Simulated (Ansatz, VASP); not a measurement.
# Cross-check of Ge7H9 (Ge wire along [111], 14 atoms a period, H-terminated) between VASP and Ansatz, part 2 of 2

Aim: how closely do two programs agree when they are given the same cell, functional and k mesh? Of the first pair: The structure shown is the start of the Ansatz relaxation below; VASP solves that cell, so the two are compared at the walk's first step.

VASP 6.6.1 and Ansatz 0.2.0.

So far. Step 4 (Side by side): The forces differ by 12 meV/Å r.m.s., which is 6.9 % of the r.m.s. force of 0.170 eV/Å (both taken over all components). Step 5 (Ansatz: relaxation, PBE): This is the run of step 2 again, met here at its other cell.

### Step 6. VASP: single point, PBE, relaxed atoms in a fixed cell, pair 2

Level of this step: PBE; plane waves and PAW (Ge_d, H) (VASP).

The same cell, functional, mesh and smearing now go to VASP, with its own data sets.

Input file INCAR:

```
SYSTEM = Ge7H9
PREC = Accurate
ENCUT = 500
EDIFF = 1E-06
NELM = 120
ISMEAR = -1
SIGMA = 0.05
LREAL = Auto
ALGO = Normal
GGA = PE
NBANDS = 132
LORBIT = 11
LWAVE = .FALSE.
LCHARG = .FALSE.
ISIF = 2
LASPH = .TRUE.
GGA_COMPAT = .FALSE.
EFERMI = MIDGAP
KPAR = 4
```

Input file POSCAR:

```
Ge7H9
1.0
   13.4200000000      0.0000000000      0.0000000000
    0.0000000000     14.4450000000      0.0000000000
    0.0000000000      0.0000000000      9.6584914575
Ge H
14 18
Direct
    0.5000000000      0.4999832018      0.9986148074
    0.5000000000      0.4999880352      0.2513851926
    0.3501418960      0.4196026640      0.3317618570
    0.5000000000      0.6607578158      0.3317531028
    0.6498581040      0.4196026640      0.3317618570
    0.3502940598      0.4196793033      0.5841078993
    0.5000000000      0.6606056865      0.5841007686
    0.6497059402      0.4196793033      0.5841078993
    0.3502940598      0.5802919338      0.6658921007
    0.5000000000      0.3393655505      0.6658992314
    0.6497059402      0.5802919338      0.6658921007
    0.3501418960      0.5803685730      0.9182381430
    0.5000000000      0.3392134212      0.9182468972
    0.6498581040      0.5803685730      0.9182381430
    0.2566089456      0.4692293434      0.2747905292
    0.3496414336      0.3195376012      0.2747728829
    0.4069709629      0.7111928000      0.2747674899
    0.5930290371      0.7111928000      0.2747674899
    0.6503585664      0.3195376012      0.2747728829
    0.7433910544      0.4692293434      0.2747905292
    0.2568008282      0.6304149834      0.6077740216
    0.5000000000      0.2390813904      0.6077706008
    0.7431991718      0.6304149834      0.6077740216
    0.2568008282      0.3695562536      0.6422259784
    0.5000000000      0.7608898466      0.6422293992
    0.7431991718      0.3695562536      0.6422259784
    0.2566089456      0.5307418936      0.9752094708
    0.3496414336      0.6804336358      0.9752271171
    0.4069709629      0.2887784371      0.9752325101
    0.5930290371      0.2887784371      0.9752325101
    0.6503585664      0.6804336358      0.9752271171
    0.7433910544      0.5307418936      0.9752094708
```

Input file KPOINTS:

```
Automatic mesh
0
Gamma
1 1 7
0 0 0
```

Potentials, in the order of the species: Ge_d and H (PBE family, release 64).

The run is started by

```bash
mpirun -np 4 vasp_std
```

Numbers of over 12 decimals in the logs are rounded to 6 here.

Log:

```text
[... set-up lines as in an earlier step ...]
 entering main loop
       N       E                     dE             d eps       ncg     rms          rms(c)
DAV:   1     0.192989951019E+04    0.19299E+04   -0.98860E+04  1176   0.191E+03
DAV:   2     0.202271162150E+03   -0.17276E+04   -0.16722E+04  1400   0.438E+02
DAV:   3    -0.103741509043E+03   -0.30601E+03   -0.30363E+03  1472   0.196E+02
DAV:   4    -0.124766224762E+03   -0.21025E+02   -0.20925E+02  1224   0.582E+01
[...]
DAV:  22    -0.120400604584E+03   -0.86447E-05   -0.17964E-06   872   0.185E-02    0.855E-04
DAV:  23    -0.120400607420E+03   -0.28362E-05   -0.47529E-07   792   0.797E-03    0.705E-04
DAV:  24    -0.120400607762E+03   -0.34249E-06   -0.33175E-07   816   0.416E-03
   1 F= -.12040061E+03 E0= -.12040061E+03  d E =-.172576E-13
```

From OUTCAR (step 6):

```text
  Total       -0.8302286     -0.8654484      2.9848396      0.0000000     -0.0020069      0.0000000
  in kB       -0.7104425     -0.7405807      2.5541842      0.0000000     -0.0017174      0.0000000
  external PRESSURE =       0.3677203 kB  Pullay stress =       0.0000000 kB

 POSITION                                       TOTAL-FORCE (eV/Angst)
 -----------------------------------------------------------------------------------
      6.71000      7.22226      9.64511         0.000000     -0.000112      0.005813
      6.71000      7.22233      2.42800         0.000000      0.000112     -0.005813
      4.69890      6.06116      3.20432        -0.024469     -0.014987     -0.017004
      6.71000      9.54465      3.20423         0.000000      0.026887     -0.017229
      8.72110      6.06116      3.20432         0.024469     -0.014987     -0.017004
      4.70095      6.06227      5.64160        -0.020114     -0.013319      0.009148
      6.71000      9.54245      5.64153         0.000000      0.021621      0.009757
      8.71905      6.06227      5.64160         0.020114     -0.013319      0.009148
      4.70095      8.38232      6.43151        -0.020114      0.013319     -0.009148
      6.71000      4.90214      6.43158         0.000000     -0.021621     -0.009757
      8.71905      8.38232      6.43151         0.020114      0.013319     -0.009148
      4.69890      8.38342      8.86880        -0.024469      0.014987      0.017004
      6.71000      4.89994      8.86888         0.000000     -0.026887      0.017229
      8.72110      8.38342      8.86880         0.024469      0.014987      0.017004
[...]
-----------------------------------------------------------------------------------
    total drift:                                0.000000      0.000013     -0.000005

  FREE ENERGIE OF THE ION-ELECTRON SYSTEM (eV)
  ---------------------------------------------------
  free  energy   TOTEN  =      -120.4006077623 eV

  energy  without entropy=     -120.4006077623  energy(sigma->0) =     -120.40060776

[... 1 part as in an earlier step ...]

[... 2 further parts left out ...]
[key lines of the parts left out:]
E-fermi :  -2.1813
```

### Step 7. Differences

What differs besides the data sets and the points named for the pairs above, as far as they apply: the cutoff is 420 eV in Ansatz and 500 eV in VASP (PREC = Accurate, projectors in real space). Total energies have different zeros and are not compared.

The two programs side by side:

```tsv
quantity	Ansatz	VASP	difference
pressure (GPa)	0.10	0.04	+0.07
gap on the k mesh (eV)	3.246	3.251	-0.005
```

The largest component of a force difference here is 25 meV/Å. A gap on the mesh is an upper bound, since the band edges may lie between its points.

### Step 8. Ansatz: relaxation, PBE

The two programs are compared at the cell with which this relaxation starts, whose forces are those of its first step. The cell compared in this pair holds 1814.41 Å³, against 1872.32 Å³ for the pair before.

The structure compared here is the start of the Ansatz relaxation; VASP solves that cell, so the two are compared at the walk's first step.

Input file input.yaml:

```yaml
crystal:
  lattice:
    - [13.42, 0.0, 0.0]
    - [0.0, 14.445, 0.0]
    - [0.0, 0.0, 9.3597752269]
  atoms:
    - { symbol: Ge, position: [0.500015067, 0.499984444, 0.000476299] }
    - { symbol: Ge, position: [0.500015067, 0.499986793, 0.249523701] }
    - { symbol: H, position: [0.256605312, 0.46905172, 0.283625269] }
    - { symbol: H, position: [0.349479056, 0.319609697, 0.283617663] }
    - { symbol: H, position: [0.407142312, 0.71129606, 0.283615665] }
    - { symbol: H, position: [0.592887822, 0.71129606, 0.283615665] }
    - { symbol: H, position: [0.650551077, 0.319609697, 0.283617663] }
    - { symbol: H, position: [0.743424822, 0.46905172, 0.283625269] }
    - { symbol: Ge, position: [0.351680724, 0.420420684, 0.336361563] }
    - { symbol: Ge, position: [0.500015067, 0.659119691, 0.3363603] }
    - { symbol: Ge, position: [0.648349409, 0.420420684, 0.336361563] }
    - { symbol: Ge, position: [0.351455239, 0.420296198, 0.582573448] }
    - { symbol: Ge, position: [0.500015067, 0.65937021, 0.582574396] }
    - { symbol: Ge, position: [0.648574895, 0.420296198, 0.582573448] }
    - { symbol: H, position: [0.256901412, 0.630374095, 0.615257943] }
    - { symbol: H, position: [0.500015067, 0.239174017, 0.615251658] }
    - { symbol: H, position: [0.743128721, 0.630374095, 0.615257943] }
    - { symbol: H, position: [0.256901412, 0.369597142, 0.634742057] }
    - { symbol: H, position: [0.500015067, 0.760797219, 0.634748342] }
    - { symbol: H, position: [0.743128721, 0.369597142, 0.634742057] }
    - { symbol: Ge, position: [0.351455239, 0.579675039, 0.667426552] }
    - { symbol: Ge, position: [0.500015067, 0.340601027, 0.667425604] }
    - { symbol: Ge, position: [0.648574895, 0.579675039, 0.667426552] }
    - { symbol: Ge, position: [0.351680724, 0.579550553, 0.913638437] }
    - { symbol: Ge, position: [0.500015067, 0.340851546, 0.9136397] }
    - { symbol: Ge, position: [0.648349409, 0.579550553, 0.913638437] }
    - { symbol: H, position: [0.256605312, 0.530919517, 0.966374731] }
    - { symbol: H, position: [0.349479056, 0.68036154, 0.966382337] }
    - { symbol: H, position: [0.407142312, 0.288675177, 0.966384335] }
    - { symbol: H, position: [0.592887822, 0.288675177, 0.966384335] }
    - { symbol: H, position: [0.650551077, 0.68036154, 0.966382337] }
    - { symbol: H, position: [0.743424822, 0.530919517, 0.966374731] }
kpoints:
  mp_grid: { grid: [1, 1, 7] }
  band_path: { path: ["Γ", Z], npoints: 90 }
scf:
  occupations: { method: fermi_dirac, width: 0.05 }
hamiltonian:
  xc: pbe
  pseudopotentials: { kind: paw, azcp: { folder: soft_1 } }
relax:
  max_steps: 40
  f_tol: 0.02
output:
  stress: true
```

The run is started by

```bash
ansatz run input.yaml --threads 4 --pin off --max-ram 16384MiB --backend cpu --events-out ev --progress --plain --runs-dir out
```

Log:

```text
[...]
Crystal: 32 atoms, lattice volume = 1814.410 Å³
Basis set: ecut = 420 eV, 35519 PW (Γ), exchange–correlation on 180×200×128 points (8 copies of the dense FFT grid, shifted against one another)
Bands: 139, of which v1, the nominal top of the filled ones, is band 107 counted from 1 (106 counted from 0)
Symmetry: 4 space group operations
[...]
k-points: 4 of 7
[...]
- { symbol: Ge, position: [0.348948, 0.581022, 0.663598] }
    - { symbol: Ge, position: [0.500015, 0.337906, 0.663605] }
    - { symbol: Ge, position: [0.651082, 0.581022, 0.663598] }
    - { symbol: Ge, position: [0.348584, 0.581211, 0.922409] }
    - { symbol: Ge, position: [0.500015, 0.337526, 0.922417] }
    - { symbol: Ge, position: [0.651446, 0.581211, 0.922409] }
[...]
- { symbol: H, position: [0.406851, 0.288829, 0.984069] }
    - { symbol: H, position: [0.593179, 0.288829, 0.984069] }
    - { symbol: H, position: [0.650259, 0.680516, 0.984064] }
    - { symbol: H, position: [0.743426, 0.530607, 0.984047] }
[key lines of the parts left out:]
P = ⅓ Tr σ = 0.2124 GPa (2.124 kbar)
```

### Step 9. VASP: single point, PBE, start cell, pair 3

The same cell, functional, mesh and smearing now go to VASP, with its own data sets.

INCAR, as its differences from that of step 6:

```diff
@@ -2,3 +2,3 @@
 PREC = Accurate
-ENCUT = 500
+ENCUT = 410
 EDIFF = 1E-06
```

Input file POSCAR:

```
Ge7H9
1.0
   13.4200000000      0.0000000000      0.0000000000
    0.0000000000     14.4450000000      0.0000000000
    0.0000000000      0.0000000000      9.3597752269
Ge H
14 18
Direct
    0.5000000000      0.4999844237      0.0004762935
    0.5000000000      0.4999867774      0.2495237272
    0.3516656482      0.4204206646      0.3363616152
    0.5000000000      0.6591196608      0.3363603331
    0.6483343518      0.4204206646      0.3363616152
    0.3514401640      0.4202961925      0.5825734573
    0.5000000000      0.6593701973      0.5825743654
    0.6485598360      0.4202961925      0.5825734573
    0.3514401640      0.5796750087      0.6674265634
    0.5000000000      0.3406010038      0.6674256552
    0.6485598360      0.5796750087      0.6674265634
    0.3516656482      0.5795505365      0.9136384054
    0.5000000000      0.3408515403      0.9136396876
    0.6483343518      0.5795505365      0.9136384054
    0.2565902384      0.4690517134      0.2836253060
    0.3494640090      0.3196096919      0.2836177204
    0.4071272355      0.7112960540      0.2836156904
    0.5928727645      0.7112960540      0.2836156904
    0.6505359910      0.3196096919      0.2836177204
    0.7434097616      0.4690517134      0.2836253060
    0.2568863636      0.6303740741      0.6152579494
    0.5000000000      0.2391740049      0.6152516459
    0.7431136364      0.6303740741      0.6152579494
    0.2568863636      0.3695971270      0.6347420712
    0.5000000000      0.7607971963      0.6347483748
    0.7431136364      0.3695971270      0.6347420712
    0.2565902384      0.5309194877      0.9663747146
    0.3494640090      0.6803615092      0.9663823002
    0.4071272355      0.2886751471      0.9663843302
    0.5928727645      0.2886751471      0.9663843302
    0.6505359910      0.6803615092      0.9663823002
    0.7434097616      0.5309194877      0.9663747146
```

KPOINTS is that of step 6.

The run is started by

```bash
mpirun -np 4 vasp_std
```

Log:

```text
[... set-up lines as in an earlier step ...]
 entering main loop
       N       E                     dE             d eps       ncg     rms          rms(c)
DAV:   1     0.186197688441E+04    0.18620E+04   -0.92536E+04  1160   0.177E+03
DAV:   2     0.187072114894E+03   -0.16749E+04   -0.16212E+04  1400   0.410E+02
DAV:   3    -0.104739831015E+03   -0.29181E+03   -0.28967E+03  1448   0.187E+02
DAV:   4    -0.124201147525E+03   -0.19461E+02   -0.19365E+02  1232   0.568E+01
[...]
DAV:  22    -0.119579495778E+03   -0.99333E-05   -0.20632E-06   880   0.192E-02    0.114E-03
DAV:  23    -0.119579498132E+03   -0.23538E-05   -0.35251E-07   784   0.548E-03    0.595E-04
DAV:  24    -0.119579498765E+03   -0.63343E-06   -0.31310E-07   808   0.587E-03
   1 F= -.11957950E+03 E0= -.11957950E+03  d E =-.113985E-14
```

Parts of OUTCAR (step 9):

```text
  Total        0.3025666      0.2792325     27.2471751      0.0000000      0.0009262      0.0000000
  in kB        0.2671752      0.2465704     24.0600532      0.0000000      0.0008179      0.0000000
  external PRESSURE =       8.1912663 kB  Pullay stress =       0.0000000 kB

 POSITION                                       TOTAL-FORCE (eV/Angst)
 -----------------------------------------------------------------------------------
      6.71000      7.22228      0.00446        -0.000000      0.000039     -0.838368
      6.71000      7.22231      2.33549        -0.000000     -0.000039      0.838368
      4.71935      6.07298      3.14827        -0.045170     -0.021624     -1.113758
      6.71000      9.52098      3.14826        -0.000000      0.048788     -1.113619
      8.70065      6.07298      3.14827         0.045170     -0.021624     -1.113758
      4.71633      6.07118      5.45276         0.000993      0.005523      1.052891
      6.71000      9.52460      5.45277        -0.000000     -0.005152      1.052808
      8.70367      6.07118      5.45276        -0.000993      0.005523      1.052891
      4.71633      8.37341      6.24696         0.000993     -0.005523     -1.052891
      6.71000      4.91998      6.24695        -0.000000      0.005152     -1.052808
      8.70367      8.37341      6.24696        -0.000993     -0.005523     -1.052891
      4.71935      8.37161      8.55145        -0.045170      0.021624      1.113758
      6.71000      4.92360      8.55146        -0.000000     -0.048788      1.113619
      8.70065      8.37161      8.55145         0.045170      0.021624      1.113758
[...]
-----------------------------------------------------------------------------------
    total drift:                               -0.000000      0.000030      0.000002

  FREE ENERGIE OF THE ION-ELECTRON SYSTEM (eV)
  ---------------------------------------------------
  free  energy   TOTEN  =      -119.5794987653 eV

  energy  without entropy=     -119.5794987653  energy(sigma->0) =     -119.57949877

[... 1 part as in an earlier step ...]

[... 2 further parts left out ...]
[key lines of the parts left out:]
E-fermi :  -2.0919
```

### Step 10. Differences

Forces on 10 of the 32 atoms, those with the largest forces and the largest differences (eV/Å; atoms numbered as in POSCAR):

```tsv
atom	Ansatz x, y, z	VASP x, y, z
Ge3	-0.026, -0.015, -1.109	-0.045, -0.022, -1.114
Ge4	0.000, 0.030, -1.109	0.000, 0.049, -1.114
Ge5	0.026, -0.015, -1.109	0.045, -0.022, -1.114
Ge8	-0.019, 0.011, 1.054	-0.001, 0.006, 1.053
Ge12	-0.026, 0.015, 1.109	-0.045, 0.022, 1.114
Ge13	0.000, -0.030, 1.109	0.000, -0.049, 1.114
Ge14	0.026, 0.015, 1.109	0.045, 0.022, 1.114
H16	0.014, -0.093, -0.155	0.015, -0.072, -0.148
H28	0.014, 0.093, 0.155	0.015, 0.072, 0.148
H31	-0.014, 0.093, 0.155	-0.015, 0.072, 0.148
```

The forces differ by 12 meV/Å r.m.s., which is 2.9 % of the r.m.s. force of 0.408 eV/Å (both taken over all components).

### Step 11. Outcome

| Item | Value |
| --- | --- |
| r.m.s. force difference (single point, PBE, start cell, pair 1) | 12 meV/Å |
| r.m.s. force difference (single point, PBE, relaxed atoms in a fixed cell, pair 2) | 15 meV/Å |
| r.m.s. force difference (single point, PBE, start cell, pair 3) | 2.9 % of the r.m.s. force |

What this shows: The r.m.s. force difference is 15 meV/Å (single point, PBE, relaxed atoms in a fixed cell, pair 2), beyond the 12 meV/Å picked in this series as the mark of a large difference. What causes the difference of the single point, PBE, relaxed atoms in a fixed cell, pair 2 pair stays open here. 2 further pairs of this series are not shown here. How closely two codes agree says nothing of how well the functional describes the real material.

[Lines on the potential files, build, host, timing and source positions are cut from VASP's logs without a mark.]

[Logs are printed without paths, hosts, clocks, repeated set-up lines and the standing remarks that a program may print on its own settings, such as how far it seeks lower states.]

[Hosts, paths, dates, database ids (printed as entryN), source tags and the programs' standing remarks are cut or masked in the printed files.]
